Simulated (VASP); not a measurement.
Level of theory: PBEsol GGA, VASP's PBE PAW potentials (set 64) (plane waves; VASP 6.6.1).

VASP input:

### INCAR
```
ALGO  =  Normal
EDIFF  =  1E-6
EDIFFG  =  -0.02
ENCUT  =  500
GGA  =  PS
IBRION  =  2
ISIF  =  3
ISMEAR  =  1
LASPH  =  .TRUE.
LCHARG  =  .FALSE.
LMAXMIX  =  4
LREAL  =  .FALSE.
LWAVE  =  .FALSE.
NELM  =  100
NSW  =  40
PREC  =  Accurate
PSTRESS  =  200
SIGMA  =  0.1
SYSTEM  =  CoAl
```

**POSCAR**
```
CoAl
1
    2.7436243973     0.0000000000    -0.0000000000
   -0.0000000000     2.7436243973    -0.0000000000
   -0.0000000000     0.0000000000     2.7436243973
Al Co
1 1
Direct
  0.5000000000   0.5000000000   0.5000000000
  0.0000000000   0.0000000000   0.0000000000
```

### KPOINTS
```
Automatic mesh
0
Gamma
13 13 13
0 0 0
```

POTCAR, in this order: Al Co (PBE.64 set). Program: vasp_std.

Q: What will the output report for the number of irreducible k-points (NKPTS), largest plane-wave count, number of space-group operations, FFT grid (NGX, NGY, NGZ)?

A: 
```
Item                                          Result
--------------------------------------  ------------
number of irreducible k-points (NKPTS)            84
largest plane-wave count                         537
number of space-group operations                  48
FFT grid (NGX, NGY, NGZ)                20 × 20 × 20
```

The compound is CoAl in the CsCl type structure. It was relaxed first under an external pressure of 20 GPa. The run is not spin-polarised, so no magnetic state was tried.
